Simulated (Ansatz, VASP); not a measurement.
**Cross-check of Ti between VASP and Ansatz**

Wanted: the spread between two codes on one cell, functional and k mesh. The structure shown is the end of the Ansatz relaxation below.

Calculated with Ansatz 0.2.0; plane waves, with VASP 6.6.1 beside it; single point at PBEsol.

## Step 1: The starting structure

The structure is hexagonal, space group P6_3/mmc (No. 194). Conventional cell: a = 2.919 Å, b = 2.919 Å, c = 4.497 Å, α = 90.00°, β = 90.00°, γ = 120.00°. Nearest to Ti lie 12 Ti at 2.81 to 2.92 Å.

## Step 2: Ansatz: relaxation, PBEsol

Ansatz runs on its PAW soft_1 files.

This run makes the geometry at which the two programs are then compared.

input.yaml

```yaml
crystal:
  lattice:
    - [2.91546882, 0.0, 0.0]
    - [-1.45773441, 2.5248700621, 0.0]
    - [0.0, 0.0, 4.496877]
  atoms:
    - { symbol: Ti, position: [0.3333333, 0.6666667, 0.75] }
    - { symbol: Ti, position: [0.6666667, 0.3333333, 0.25] }
kpoints:
  mp_grid: { grid: [17, 17, 10] }
scf:
  occupations: { method: fermi_dirac, width: 0.05 }
hamiltonian:
  xc: pbesol
  pseudopotentials: { kind: paw, azcp: { folder: soft_1 }, xc_functional: pbe }
basis:
  ecutwfc: 600
output:
  forces: true
  stress: true
  write_density: true
  write_potential: true
  elf: true
  volumetric_format: npy
relax:
  f_tol: 0.005
  max_steps: 70
  cell: { stress_tol: 0.02, p_target: 0, fix: [c, alpha, beta, gamma] }
```

Started as:

```sh
ansatz run input.yaml --threads 4 --pin off --max-ram 10240MiB --backend cpu --events-out ev --progress --plain --runs-dir out
```

Numbers of over 12 decimals in the logs are rounded to 6 here.

Output:

```text
Warning: crystal.symmetry: narrowed to the stabiliser of the fixed cell quantities (relax.cell.fix) — unitary ops 24 → 8. The narrowing is safe, since a smaller group never makes results wrong: the run goes on under it, on as many k-points as the starting group would need, or more. Excluded: 16 operations that would move a fixed cell quantity at a test strain (relax.cell.fix fixes c, alpha, beta, gamma). The cell can leave their symmetry as it relaxes.
Engine: ansatz 0.2.0, aarch64-unknown-linux-gnu
Pseudopotentials: kind: paw
Pseudopotential: Ti, paw, valence charge 12, recommended cutoff 420 eV (normal), soft_1/Ti.paw.azcp
Functional definition: PBEsol
  exchange = pbesol_x
  correlation = pbesol_c
Crystal: 2 atoms, lattice volume = 33.102 Å³
Basis set: ecut = 600 eV, 1103 PW (Γ), exchange–correlation on 48×48×72 points (8 copies of the dense FFT grid, shifted against one another)
Bands: 16, of which v1, the nominal top of the filled ones, is band 12 counted from 1 (11 counted from 0)
Symmetry: 8 space group operations
k-points: 486 of 2890
Non-local potential: Ti, projectors of the file, l = 0: 3, l = 1: 2, l = 2: 3, l = 3: 1
PAW form: soft (Blöchl's): semilocal exchange-correlation on the pseudo side does not see the compensation charge
PAW frozen core: Ti, regenerated for the run's functional, and the local potential with it (the file was generated under x = pbe(κ = 0.804, μ = 0.219515), c = pbe(β = 0.066725))
PAW one-centre angular grid: Ti, 590 points (default); XC on 64 Gauss nodes
Initial density: superposition of atomic densities (chi_scale 0.1, normalization cell)
Initial wavefunctions: pseudopotential atomic-orbital guess
Functional: x = pbesol(κ = 0.804, μ = 0.123457), c = pbesol(β = 0.046)
SCF iter   1: F=—  HF=-4948.270303 eV  |F-HF|=—  |Δ(HF+E_count)|=         —  Δρ=6.41e-2  dr2=1.39e0  ethr=3.10e-3  ⟨swp⟩=3.9  Hψ=31331  notcnv=0
preconditioner: auto → none  [metal: Δε(μ)=0.019 eV  Ē_g=3.283 eV  σ=0.050 eV  W_gap=0.09  n_scr=8 (ndim 8)  ℏωp=18.3 eV  f_vac=0.000  D(μ)=1.61/eV (n_scr^D=22)  sad-step TF]
SCF iter   2: F=—  HF=-4947.920079 eV  |F-HF|=—  |Δ(HF+E_count)|=   3.50e-1  Δρ=3.20e-2  dr2=3.66e-1  ethr=3.10e-3  ⟨swp⟩=2.5  Hψ=15873  notcnv=0
SCF iter   3: F=—  HF=-4947.804466 eV  |F-HF|=—  |Δ(HF+E_count)|=   1.16e-1  Δρ=1.93e-3  dr2=5.78e-4  ethr=1.52e-3  ⟨swp⟩=2.4  Hψ=12816  notcnv=0
SCF iter   4: F=—  HF=-4947.805186 eV  |F-HF|=—  |Δ(HF+E_count)|=   7.19e-4  Δρ=2.31e-4  dr2=1.00e-5  ethr=2.41e-6  ⟨swp⟩=2.4  Hψ=15588  notcnv=0
SCF iter   5: F=—  HF=-4947.805200 eV  |F-HF|=—  |Δ(HF+E_count)|=   1.47e-5  Δρ=4.57e-5  dr2=5.06e-7  ethr=4.18e-8  ⟨swp⟩=2.0  Hψ=9742  notcnv=0
SCF iter   6: F=-4947.805200 eV  HF=-4947.805200 eV  |F-HF|=1.76e-10  |Δ(HF+E_count)|=   1.87e-7  Δρ=2.27e-6  dr2=5.11e-10  ethr=4.17e-10  ⟨swp⟩=7.0  Hψ=40435  notcnv=0
SCF 1 converged in 6 iterations: F = -4947.805200 eV  dr2 = 5.11e-10
  greatest PAW one-centre occupation: 0.999 electrons in one spin orbital (limit 2), on the Ti atom at site 1 (counted from 0), in its partial waves of l = 0
relax step   1: F+E_penalty+E_count = -4947.80520016 eV  Δ(F+E_penalty+E_count) = +0.000e0 eV  max|allowed force component| = 3.887e-6 eV/Å  Δτ_max = 0.0000 Å  P = +1.314 GPa  Ω = 33.102 Å³  fix = [c, alpha, beta, gamma]  reactions: c +3.351 GPa; gamma +0.000 GPa/rad  (6 SCF iters, dr2 threshold 1.00e-7 eV, accepted)
[...]
relax step   2: F+E_penalty+E_count = -4947.80521105 eV  Δ(F+E_penalty+E_count) = -1.089e-5 eV  max|allowed force component| = 2.886e-6 eV/Å  Δτ_max = 0.0000 Å  P = +0.839 GPa  Ω = 33.232 Å³  energy of the carried Pulay correction = -9.575e-6 eV  fix = [c, alpha, beta, gamma]  reactions: c +3.003 GPa; gamma +0.000 GPa/rad  (6 SCF iters, dr2 threshold 2.00e-7 eV, accepted)
[...]
relax step   3: F+E_penalty+E_count = -4947.80526000 eV  Δ(F+E_penalty+E_count) = -4.895e-5 eV  max|allowed force component| = 1.652e-6 eV/Å  Δτ_max = 0.0000 Å  P = +1.053 GPa  Ω = 33.173 Å³  energy of the carried Pulay correction = -5.250e-6 eV  fix = [c, alpha, beta, gamma]  reactions: c +3.160 GPa; gamma +0.000 GPa/rad  (6 SCF iters, dr2 threshold 1.47e-7 eV, accepted)
[...]
relax step   4: F+E_penalty+E_count = -4947.80526502 eV  Δ(F+E_penalty+E_count) = -5.025e-6 eV  max|allowed force component| = 1.650e-6 eV/Å  Δτ_max = 0.0000 Å  P = +1.053 GPa  Ω = 33.173 Å³  fix = [c, alpha, beta, gamma]  reactions: c +3.160 GPa; gamma +0.000 GPa/rad  stress off target by 7.31e-4 GPa on what of the cell is left free  SCF on the basis re-selected at this cell (its energy is not comparable with the rows above)  (7 SCF iters)
basis re-selected at this cell: Δ(F+E_penalty+E_count) = -5.025e-6 eV, ΔP = +0.000 GPa vs the last step (what re-selecting the basis moved, of the pressure what is left beyond the Pulay correction that the steps carried, after the strain that the cell walked since its last selection, with what the two solves' SCF thresholds leave and, on support functions, any second-order correction that the steps lacked; it is no m [...]
SCF converged after 7 iterations
Free energy (F): -4947.805265 eV
Harris-Foulkes:  -4947.805265 eV  (|F-HF|=0.00e0)
Internal energy: -4947.788232 eV  (E = F + TS)
E sigma→0 (E₀):  -4947.796749 eV
Entropy (-TS):   -0.017033 eV (-8.516 meV/atom)
Fermi energy:    13.908583 eV
--- Per-component energies (eV) ---
  E_band       = -299.196214
  E_kinetic    = 564.067444
  E_local      = -1697.382139  (includes V_loc(G=0)·N_el)
  E_nonlocal   = 123.990256
  E_hartree    = 674.383336
  E_xc         = -231.013684
  E_vxc        = -290.654579  (∫ρ·V_xc dr)
  E_paw        = -2034.928434  (= ΣΔE_a)
  E_vpaw       = -347.983831  (= ΣTr[D̂ρ^β])
  E_aug_tail   = -0.000037  (compensation charges beyond the density's cutoff)
  E_ewald      = -2347.183744
  E_core_change = 0.278769  (= ΣΔE_core)
  E_smearing   = -0.017033  (= −TS)
  E_closure    = 0.000000  (closes the sum)
  Σ components = -4947.805265   (vs F -4947.805265, Δ=0.00e0)
--- Forces (eV/Å), atoms counted from 1 ---
  atom   1  Ti    -0.00000165     0.00000095     0.00000000
  atom   2  Ti     0.00000165    -0.00000095     0.00000000
  max |Σ_I F_I| component: 0.00e0 eV/Å
--- Stress (GPa, compression-positive) ---
       -0.000721      -0.000017       0.000000
       -0.000017      -0.000741       0.000000
        0.000000       0.000000       3.159667
  P = ⅓ Tr σ = 1.0527 GPa (10.527 kbar)
--- Band table (eV; the first three rows and the last of 486) ---
  k-point 0: bands = [... 8 lower, 7.6140, 11.0993, 14.6588, 14.6588, 15.0108, 15.0684, 15.2486, 15.2486]
  k-point 1: bands = [... 8 lower, 7.7058, 11.0730, 14.5953, 14.5953, 14.8886, 14.9567, 15.1880, 15.1880]
  k-point 2: bands = [... 8 lower, 7.9754, 10.9614, 14.4883, 14.4891, 14.4891, 14.8031, 15.0328, 15.0328]
  k-point 485: bands = [... 8 lower, 11.2268, 11.2268, 13.0887, 13.0887, 15.2923, 15.2923, 15.6352, 15.6352]
--- Relaxed structure (3 steps of the walk, 3 accepted, 1 SCFs on fresh bases) ---
  F+E_penalty+E_count = -4947.80526502 eV   max|allowed force component| = 1.650e-6 eV/Å   (the final SCF, on the basis selected at the relaxed cell)
  cell:  # Å, volume = 33.1733 Å³
    - [2.918593, 2.112531891785815e-19, 0]
    - [-1.459296, 2.527576, 0]
    - [0, 0, 4.496877]
  atoms:
    - { symbol: Ti, position: [0.333333, 0.666667, 0.75] }
    - { symbol: Ti, position: [0.666667, 0.333333, 0.25] }
```

## Step 3: VASP: single point, PBEsol, pair 1

The same cell, functional, mesh and smearing now go to VASP, with its own data sets.

Lines of VASP's logs that name or quote its potential files are left out, and so is its time.

INCAR

```
SYSTEM = Ti
PREC = Accurate
ENCUT = 500
EDIFF = 1E-06
NELM = 120
ISMEAR = -1
SIGMA = 0.05
LREAL = .FALSE.
ALGO = Normal
GGA = PS
NBANDS = 18
LASPH = .TRUE.
LORBIT = 11
LWAVE = .FALSE.
LCHARG = .FALSE.
ISIF = 2
GGA_COMPAT = .FALSE.
KPAR = 2
```

POSCAR

```
Ti
1.0
    2.9185928997      0.0000000000      0.0000000000
   -1.4592964498      2.5275755944      0.0000000000
    0.0000000000      0.0000000000      4.4968770000
Ti
2
Direct
    0.3333334642      0.6666665358      0.7500000000
    0.6666665358      0.3333334642      0.2500000000
```

KPOINTS

```
Automatic mesh
0
Gamma
17 17 10
0 0 0
```

Potentials, in the order of the species: Ti_sv (PBE family, release 64).

Started as:

```sh
mpirun -np 2 vasp_std
```

Output:

```text
[banner, memory and clock lines left out]
running    2 mpi-ranks, on    1 nodes
 distrk:  each k-point on    1 cores,    2 groups
 distr:  one band on    1 cores,    1 groups

 POSCAR found type information on POSCAR Ti
 POSCAR found :  1 types and       2 ions
|                                                                             |
|               ----> ADVICE to this user running VASP <----                  |
|                                                                             |
|     You enforced a specific xc type in the INCAR file but a different       |
|     [... a line on the potential file left out ...]
|     I HOPE YOU KNOW WHAT YOU ARE DOING!                                     |
|                                                                             |

 LDA part: xc-table for (Slater+PW92), standard interpolation
 POSCAR, INCAR and KPOINTS ok, starting setup
 FFT: planning ... GRIDC
 FFT: planning ... GRID_SOFT
 FFT: planning ... GRID
 WAVECAR not read
 entering main loop
       N       E                     dE             d eps       ncg     rms          rms(c)
DAV:   1     0.254799960805E+03    0.25480E+03   -0.13054E+04  7144   0.165E+03
DAV:   2     0.105928139496E+02   -0.24421E+03   -0.24105E+03  7286   0.451E+02
DAV:   3    -0.177363619275E+02   -0.28329E+02   -0.28010E+02 13442   0.127E+02
DAV:   4    -0.188372787794E+02   -0.11009E+01   -0.10999E+01  8108   0.262E+01
DAV:   5    -0.188898787866E+02   -0.52600E-01   -0.52592E-01 11060   0.411E+00    0.130E+01
DAV:   6    -0.166831956456E+02    0.22067E+01   -0.78990E+00  8374   0.298E+01    0.326E+00
DAV:   7    -0.166600193553E+02    0.23176E-01   -0.88113E-01 10872   0.714E+00    0.212E+00
DAV:   8    -0.166902694305E+02   -0.30250E-01   -0.24297E-01  8294   0.598E+00    0.789E-01
DAV:   9    -0.166801338044E+02    0.10136E-01   -0.57122E-02  8414   0.256E+00    0.732E-02
DAV:  10    -0.166805540006E+02   -0.42020E-03   -0.31960E-03 10450   0.385E-01    0.987E-02
DAV:  11    -0.166806097236E+02   -0.55723E-04   -0.25433E-04  8454   0.124E-01    0.363E-02
DAV:  12    -0.166806013191E+02    0.84045E-05   -0.37186E-05  8906   0.550E-02    0.713E-03
DAV:  13    -0.166806013378E+02   -0.18658E-07   -0.15994E-06  6014   0.120E-02
   1 F= -.16680601E+02 E0= -.16672035E+02  d E =-.171331E-01
```

Parts of OUTCAR (step 3):

```text
ion  position               nearest neighbor table
   1  0.333  0.667  0.750-   2 2.81   2 2.81   2 2.81   2 2.81   2 2.81   2 2.81
   2  0.667  0.333  0.250-   1 2.81   1 2.81   1 2.81   1 2.81   1 2.81   1 2.81

  LATTYP: Found a hexagonal cell.
 ALAT       =     2.9185928997
 C/A-ratio  =     1.5407688412

 Subroutine GETGRP returns: Found 24 space group operations
 (whereof 12 operations were pure point group operations)

The static configuration has the point symmetry D_3d.
 The point group associated with its full space group is D_6h.

 Found    198 irreducible k-points:

   k-points           NKPTS =    198   k-points in BZ     NKDIM =    198   number of bands    NBANDS=     18

   dimension x,y,z NGX =    24 NGY =   24 NGZ =   36
   dimension x,y,z NGXF=    48 NGYF=   48 NGZF=   72

   ENCUT  =  500.0 eV  36.75 Ry    6.06 a.u.   5.32  5.32  8.20*2*pi/ulx,y,z

   NELECT =      24.0000    total number of electrons

 k-points in reciprocal lattice and weights: Automatic mesh
   0.00000000  0.00000000  0.00000000       0.000
   0.05882353  0.00000000  0.00000000       0.002
   0.11764706  0.00000000  0.00000000       0.002
   0.17647059  0.00000000  0.00000000       0.002
   0.23529412  0.00000000  0.00000000       0.002
   0.29411765  0.00000000  0.00000000       0.002
   0.35294118  0.00000000  0.00000000       0.002
   0.41176471  0.00000000  0.00000000       0.002
   0.47058824  0.00000000  0.00000000       0.002
[...]
0.29411765  0.29411765  0.50000000       0.002
   0.35294118  0.29411765  0.50000000       0.002

 average (electrostatic) potential at core
       1 -71.7124       2 -71.7124

 E-fermi :   8.7142

 k-point     1 :       0.0000    0.0000    0.0000
  band No.  band energies     occupation
    ...
      6     -23.7549      2.00000
      7     -23.7453      2.00000
      8     -23.7453      2.00000
      9       2.3869      2.00000
     10       5.9006      2.00000
     11       9.4614      0.00000
     12       9.4614      0.00000
     13       9.8091      0.00000
     14       9.8897      0.00000
     15      10.0482      0.00000
    ...

 k-point     2 :       0.0588    0.0000    0.0000
  band No.  band energies     occupation
    ...
      6     -23.7632      2.00000
      7     -23.7593      2.00000
      8     -23.7471      2.00000
      9       2.4872      2.00000
     10       5.9777      2.00000
     11       9.2752      0.00003
     12       9.5332      0.00000
     13       9.6329      0.00000
     14       9.9478      0.00000
     15      10.0026      0.00000
    ...

 k-point     3 :       0.1176    0.0000    0.0000
  band No.  band energies     occupation
    ...
      6     -23.8140      2.00000
      7     -23.7724      2.00000
      8     -23.7527      2.00000
      9       2.7813      2.00000
     10       6.1934      2.00000
     11       8.9383      0.02238
     12       9.0820      0.00128
     13       9.7444      0.00000
     14       9.8535      0.00000
     15      10.0422      0.00000
    ...

  Total       -0.0609567     -0.0609567      0.5896497     -0.0000000     -0.0000000     -0.0000000
  in kB       -2.9440371     -2.9440371     28.4784277     -0.0000000     -0.0000000     -0.0000000
  external PRESSURE =       7.5301179 kB  Pullay stress =       0.0000000 kB

  energy-cutoff  :      500.00
  volume of cell :       33.17
      direct lattice vectors                 reciprocal lattice vectors
     2.918592900  0.000000000  0.000000000     0.342630862  0.197818020  0.000000000
    -1.459296450  2.527575594  0.000000000     0.000000000  0.395636040  0.000000000
     0.000000000  0.000000000  4.496877000     0.000000000  0.000000000  0.222376552

 POSITION                                       TOTAL-FORCE (eV/Angst)
 -----------------------------------------------------------------------------------
      0.00000      1.68505      3.37266         0.000000      0.000000      0.000000
      1.45930      0.84253      1.12422        -0.000000     -0.000000      0.000000
 -----------------------------------------------------------------------------------
    total drift:                               -0.000358      0.000207     -0.000007

  FREE ENERGIE OF THE ION-ELECTRON SYSTEM (eV)
  ---------------------------------------------------
  free  energy   TOTEN  =       -16.6806013378 eV

  energy  without entropy=      -16.6634682226  energy(sigma->0) =      -16.67203478

 total charge
# of ion       s       p       d       tot
------------------------------------------
    1        2.261   6.131   1.919  10.311
    2        2.261   6.131   1.919  10.311
--------------------------------------------------
tot          4.523  12.261   3.837  20.621

[... 3 further parts left out ...]
```

The run ends at a pressure of 0.75 GPa.

## Step 4: Comparison

Known differences besides the potentials themselves: the cutoff is 600 eV in Ansatz and 500 eV in VASP; Ansatz makes its cores anew for this functional, VASP keeps those of its PBE data sets; Ansatz's pressure holds a Pulay correction, VASP's none. Total energies have different zeros and are not compared.

The two programs side by side:

| quantity | Ansatz | VASP | difference |
| --- | --- | --- | --- |
| pressure (GPa) | 1.05 | 0.75 | +0.30 |

## Step 5: Ansatz: relaxation, PBEsol

This run makes the geometry at which the two programs are then compared. The cell compared in this pair holds 33.05 Å³, against 33.17 Å³ for the pair before.

The structure compared here is the end of the Ansatz relaxation.

input.yaml, as its differences from that of step 2:

```diff
@@ -2,5 +2,5 @@
   lattice:
-    - [2.91546882, 0.0, 0.0]
-    - [-1.45773441, 2.5248700621, 0.0]
-    - [0.0, 0.0, 4.496877]
+    - [2.92272123, 0.0, 0.0]
+    - [-1.461360615, 2.5311508334, 0.0]
+    - [0.0, 0.0, 4.4509905]
   atoms:
```

Started as:

```sh
ansatz run input.yaml --threads 4 --pin off --max-ram 10240MiB --backend cpu --events-out ev --progress --plain --runs-dir out
```

Output:

```text
[...]
Crystal: 2 atoms, lattice volume = 32.928 Å³
Basis set: ecut = 600 eV, 1103 PW (Γ), exchange–correlation on 48×48×72 points (8 copies of the dense FFT grid, shifted against one another)
Bands: 16, of which v1, the nominal top of the filled ones, is band 12 counted from 1 (11 counted from 0)
Symmetry: 8 space group operations
k-points: 486 of 2890
[...]
k-point 485: bands = [... 8 lower, 11.2825, 11.2825, 13.1746, 13.1746, 15.3567, 15.3567, 15.6618, 15.6618]
--- Relaxed structure (3 steps of the walk, 3 accepted, 1 SCFs on fresh bases) ---
[...]
cell:  # Å, volume = 33.0488 Å³
    - [2.928087, 1.042286643925988e-18, 0.0]
    - [-1.464043, 2.535797, 0.0]
    - [0.0, 0.0, 4.4509905]
  atoms:
    - { symbol: Ti, position: [0.333334, 0.666666, 0.75] }
    - { symbol: Ti, position: [0.666666, 0.333334, 0.25] }
[key lines of the parts left out:]
SCF converged after 7 iterations
Free energy (F): -4947.796940 eV
Fermi energy:    13.972555 eV
P = ⅓ Tr σ = 1.5632 GPa (15.632 kbar)
```

## Step 6: VASP: single point, PBEsol, pair 2

The same cell, functional, mesh and smearing now go to VASP, with its own data sets.

INCAR is that of step 3.

POSCAR

```
Ti
1.0
    2.9280867200      0.0000000000      0.0000000000
   -1.4640433600      2.5357974840      0.0000000000
    0.0000000000      0.0000000000      4.4509905000
Ti
2
Direct
    0.3333335545      0.6666664455      0.7500000000
    0.6666664455      0.3333335545      0.2500000000
```

KPOINTS is that of step 3.

Started as:

```sh
mpirun -np 2 vasp_std
```

Output:

```text
[banner, memory and clock lines left out]
running    2 mpi-ranks, on    1 nodes
[...]
[... a notice as in an earlier step ...]

 LDA part: xc-table for (Slater+PW92), standard interpolation
 POSCAR, INCAR and KPOINTS ok, starting setup
[...]
entering main loop
       N       E                     dE             d eps       ncg     rms          rms(c)
DAV:   1     0.255198430844E+03    0.25520E+03   -0.12905E+04  7128   0.164E+03
DAV:   2     0.106699861375E+02   -0.24453E+03   -0.24130E+03  7262   0.451E+02
DAV:   3    -0.176397731694E+02   -0.28310E+02   -0.27978E+02 13322   0.127E+02
DAV:   4    -0.188090159833E+02   -0.11692E+01   -0.11682E+01  8100   0.267E+01
[...]
DAV:  11    -0.166724770840E+02   -0.53060E-04   -0.26706E-04  8484   0.127E-01    0.359E-02
DAV:  12    -0.166724685224E+02    0.85616E-05   -0.35954E-05  8974   0.549E-02    0.749E-03
DAV:  13    -0.166724685353E+02   -0.12872E-07   -0.18710E-06  6606   0.126E-02
   1 F= -.16672469E+02 E0= -.16663924E+02  d E =-.170897E-01
```

(Continued in part 2 of 2.)

[Lines on the potential files, build, host, timing and source positions are cut from VASP's logs without a mark.]

[Logs are printed without paths, hosts, clocks, repeated set-up lines and the standing remarks that a program may print on its own settings, such as how far it seeks lower states.]

[Hosts, paths, dates, database ids (printed as entryN), source tags and the programs' standing remarks are cut or masked in the printed files.]
